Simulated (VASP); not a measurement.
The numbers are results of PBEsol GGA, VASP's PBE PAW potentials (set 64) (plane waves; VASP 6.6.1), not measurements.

A VASP calculation is set up with these files.

POSCAR:
```
Zn4OS3
1
    3.6555188490    -6.3199794119    -0.0147469603
    1.8227513416     3.1570982881     0.0000000008
   -0.0119540489     0.0069016741     5.9609798927
Zn S O
4 3 1
Direct
  0.3658763534   0.3658753534   0.4880144027
  0.1643002679   0.6643002679   0.9915876191
  0.8034585382   0.3034575382   0.4863982790
  0.6692193739   0.6692193739   0.0496289642
  0.3456390669   0.3456380669   0.8739837235
  0.1627643647   0.6627643647   0.3764826777
  0.8211386367   0.3211376367   0.8790047550
  0.6676073982   0.6676073982   0.3828995788
```

File KPOINTS:
```
Automatic
0
G
4 8 4
```

**INCAR**
```
SYSTEM  =  Zn4OS3
NEDOS  =  601   # DOS grid
GGA  =  PS   # PBEsol
LEFG  =  .TRUE.
LASPH  =  .TRUE.   # aspherical one-centre terms
PREC  =  Accurate
LORBIT  =  11   # lm-projected
LMAXMIX  =  4
ENCUT  =  520   # plane-wave cut-off (eV)
LREAL  =  .FALSE.   # projection in real space or not
LCHARG  =  .TRUE.
LWAVE  =  .FALSE.
ALGO  =  Normal
ISIF  =  2   # forces and stress, cell fixed
EDIFF  =  1E-7   # SCF stop (eV)
NELM  =  100
ISMEAR  =  -5
```

POTCAR, in this order: Zn S O (PBE.64 set). Program: vasp_std.

Output of the run:

File OSZICAR:
```
       N       E                     dE             d eps       ncg     rms          rms(c)
DAV:   1     0.626697378327E+03    0.62670E+03   -0.34142E+04  3956   0.213E+03
DAV:   2     0.575059990496E+02   -0.56919E+03   -0.55355E+03  3972   0.476E+02
DAV:   3    -0.300101631042E+02   -0.87516E+02   -0.86483E+02  4311   0.172E+02
DAV:   4    -0.346566539491E+02   -0.46465E+01   -0.46235E+01  4757   0.401E+01
DAV:   5    -0.347300445849E+02   -0.73391E-01   -0.73314E-01  4640   0.530E+00    0.163E+01
DAV:   6    -0.318056468387E+02    0.29244E+01   -0.94940E+00  6286   0.588E+01    0.118E+01
DAV:   7    -0.319341229891E+02   -0.12848E+00   -0.46626E+00  4195   0.119E+01    0.712E+00
DAV:   8    -0.319651664263E+02   -0.31043E-01   -0.11610E+00  5652   0.116E+01    0.218E+00
DAV:   9    -0.319012123816E+02    0.63954E-01   -0.44537E-01  5677   0.109E+01    0.616E-01
DAV:  10    -0.319076543307E+02   -0.64419E-02   -0.11221E-01  4355   0.280E+00    0.508E-01
DAV:  11    -0.319045112992E+02    0.31430E-02   -0.26008E-02  5148   0.141E+00    0.200E-01
DAV:  12    -0.319050810931E+02   -0.56979E-03   -0.53054E-03  4599   0.783E-01    0.190E-01
DAV:  13    -0.319050583127E+02    0.22780E-04   -0.56015E-04  5909   0.428E-01    0.752E-02
DAV:  14    -0.319049649112E+02    0.93402E-04   -0.77873E-04  4948   0.635E-01    0.340E-02
DAV:  15    -0.319049806494E+02   -0.15738E-04   -0.16588E-04  4294   0.114E-01    0.141E-02
DAV:  16    -0.319049806883E+02   -0.38937E-07   -0.88725E-06  5081   0.703E-02    0.502E-03
DAV:  17    -0.319049815861E+02   -0.89783E-06   -0.72368E-06  4300   0.189E-02    0.268E-03
DAV:  18    -0.319049815916E+02   -0.54933E-08   -0.87933E-07  4770   0.211E-02
   1 F= -.31904982E+02 E0= -.31904982E+02  d E =0.000000E+00
```

### OUTCAR
```
------------------------ aborting loop because EDIFF is reached ----------------------------------------
  FORCE on cell =-STRESS in cart. coord.  units (eV):
  Direction    XX          YY          ZZ          XY          YZ          ZX
  --------------------------------------------------------------------------------------
  Total        0.0180288      0.0083644      0.0540914     -0.0083696     -0.0056932      0.0098611
  in kB        0.2101321      0.0974902      0.6304537     -0.0975508     -0.0663562      0.1149344
  external PRESSURE =       0.3126920 kB  Pullay stress =       0.0000000 kB
  volume of cell :      137.46
      direct lattice vectors                 reciprocal lattice vectors
     3.655518849 -6.319979412 -0.014746960     0.136905268 -0.079042284  0.000366063
     1.822751342  3.157098288  0.000000001     0.274060564  0.158517630  0.000366063
    -0.011954049  0.006901674  5.960979893     0.000338692 -0.000195544  0.167758559
 POSITION                                       TOTAL-FORCE (eV/Angst)
 -----------------------------------------------------------------------------------
      1.99853     -1.15386      2.90365        -0.010184      0.005880     -0.015260
      1.79960      1.06573      5.90841         0.011998     -0.006927     -0.012263
      3.48437     -4.11644      2.88756        -0.005915      0.003415      0.004884
      3.66557     -2.11632      0.28597        -0.008625      0.004979      0.007743
      1.88305     -1.08719      5.20470         0.007698     -0.004445     -0.011141
      1.79854      1.06634      2.24181         0.000593     -0.000343      0.009054
      3.57653     -4.16965      5.22762        -0.005746      0.003318      0.002946
      3.65276     -2.10892      2.27261         0.010180     -0.005877      0.014036
 -----------------------------------------------------------------------------------
    total drift:                                0.002981      0.003286      0.001345
  FREE ENERGIE OF THE ION-ELECTRON SYSTEM (eV)
  ---------------------------------------------------
  free  energy   TOTEN  =       -31.9049815916 eV

  energy  without entropy=      -31.9049815916  energy(sigma->0) =      -31.90498159

 total charge

# of ion       s       p       d       tot
------------------------------------------
    1        0.513   0.490   9.822  10.825
    2        0.553   0.565   9.810  10.928
    3        0.467   0.395   9.824  10.686
    4        0.522   0.518   9.829  10.869
    5        1.310   2.451   0.000   3.760
    6        1.311   2.422   0.000   3.733
    7        1.311   2.435   0.000   3.745
    8        1.547   3.378   0.000   4.925
--------------------------------------------------
tot          7.533  12.652  39.285  59.470

 Electric field gradients after diagonalization (V/A^2)
 (convention: |V_zz| > |V_xx| > |V_yy|)
----------------------------------------------------------------------
 ion       V_xx      V_yy      V_zz     asymmetry (V_yy - V_xx)/ V_zz
----------------------------------------------------------------------
   1      12.521     0.738   -13.259       0.889
   2      -9.791    -2.000    11.791       0.661
   3      -7.124    -3.636    10.761       0.324
   4      11.939     6.611   -18.550       0.287
   5     -10.286    -8.222    18.508       0.111
   6     -21.901   -18.014    39.915       0.097
   7     -21.624   -15.227    36.851       0.174
   8     -18.550    -3.086    21.636       0.715
```
(Selected blocks of OUTCAR.)

The structure was generated: Zn4OS3 was put into an ordered model structure (Pm), which need not be its known phase. It was relaxed first.
